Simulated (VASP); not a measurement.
Ti4Ru: single point with PBE

Ti4Ru:

```
Ru Ti
1.0
     0.00000    2.37271   11.05393
     1.55677    0.00000   11.05393
     1.55677    2.37271    0.00000
Ru Ti
1 4
Direct
  0.00000 0.00000 0.00000
  0.59038 0.59038 0.40962
  0.19693 0.19693 0.80307
  0.80307 0.80307 0.19693
  0.40962 0.40962 0.59038
```

The cell comes from a database or a generator and needn't be the stable form of this composition.

```
Program             : VASP 6.6.1
Task                : single point
Functional          : PBE
Potentials or basis : VASP PAW PBE potentials, release 64 (Ru_pv, Ti_sv)
Cutoff              : 520 eV
k mesh              : 10 × 10 × 10
Occupations         : fermi-dirac, width 0.05 eV
Spin                : no spin polarisation
```

```yaml
Pressure: 0.0 GPa
Largest_force: 0.079 eV/Å
Band_gap_on_the_k_mesh: none (metal or under the smearing width)
```

Forces on the atoms (eV/Å):
```
Ru   0.000  0.000  0.000
Ti   0.000  0.000 -0.079
Ti   0.000  0.000  0.011
Ti   0.000  0.000 -0.011
Ti   0.000  0.000  0.079
```

Stress tensor (GPa, compression positive):
```
-0.21  0.00  0.00
 0.00 -0.06  0.00
 0.00  0.00  0.39
```

Levels at points of the mesh, in eV from the Fermi level:
| k point | band 27 | band 28 | band 29 | band 30 | band 31 | band 32 | band 33 | band 34 | band 35 | band 36 |
| --- | --- | --- | --- | --- | --- | --- | --- | --- | --- | --- |
| (0.00, 0.00, 0.00) | -1.56 | -0.27 | -0.23 | 0.05 | 0.34 | 0.45 | 0.53 | 0.60 | 0.96 | 1.11 |
| (0.50, 0.00, 0.00) | -0.84 | -0.66 | -0.55 | -0.40 | -0.09 | 0.20 | 0.61 | 0.75 | 0.89 | 1.35 |
| (0.50, 0.50, 0.00) | -1.54 | -0.45 | -0.27 | 0.18 | 0.20 | 0.30 | 0.59 | 0.80 | 0.95 | 1.05 |
| (0.50, 0.00, 0.50) | -1.76 | -1.15 | -1.10 | 0.53 | 0.56 | 0.74 | 0.76 | 1.11 | 1.57 | 2.31 |
| (0.00, 0.50, 0.50) | -1.76 | -1.74 | -0.22 | -0.03 | 0.17 | 0.87 | 1.11 | 1.83 | 1.83 | 1.99 |

Run time: 35 min on 1 thread of Intel(R) Xeon(R) Platinum 8488C (Sapphire Rapids), with other jobs on the host, peak memory 0.7 GiB.
